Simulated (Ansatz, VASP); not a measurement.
Two plane-wave programs on La2AlF

```
CELL_PARAMETERS angstrom
4.00775 0.00000 0.00000
-2.00387 3.47081 0.00000
0.00000 0.00000 6.12240
ATOMIC_POSITIONS crystal
La 0.33333 0.66667 0.75165
La 0.66667 0.33333 0.24835
Al 0.00000 0.00000 0.00000
F 0.00000 0.00000 0.50000
```

Alike in both runs: task single point; functional PBE; k mesh 6 × 6 × 4; occupations gaussian, width 0.1 eV; no spin polarisation.

|  | VASP | Ansatz |
| --- | --- | --- |
| version | VASP 6.6.1 | Ansatz 0.2.0 |
| potentials or method | VASP PAW PBE potentials, release 64 (La, Al, F) | scalar-relativistic, plane waves, PAW |
| plane-wave cutoff (eV) | 520 | 420 |
| valence electrons in the cell | 32 | 32 |

|  | VASP | Ansatz | Ansatz less VASP |
| --- | --- | --- | --- |
| gap on the k mesh at the Fermi level (eV) | none | none | - |
| pressure (GPa) | 18.0 | 18.1 | +0.12 |
| largest component of the traceless stress (GPa) | 1.94 | 1.94 | -0.002 |
| rms of the force components (eV/Å) | 1.195 | 1.195 | -0.0002 |

Atom by atom the forces differ by 0.000 eV/Å (rms over components). A gap of «none» marks a metal or a gap that the smearing closes. With one functional, cell and mesh, what is left measures potentials, basis and numerics.

Caveats: so large a pressure means that the cell lies far from this level's equilibrium, or that cutoff or potentials fall short (VASP); forces of over 1 eV/Å show positions far from the minimum, so gaps and moduli don't describe the material at rest. Spin-orbit coupling is left out, which matters for the levels of La.
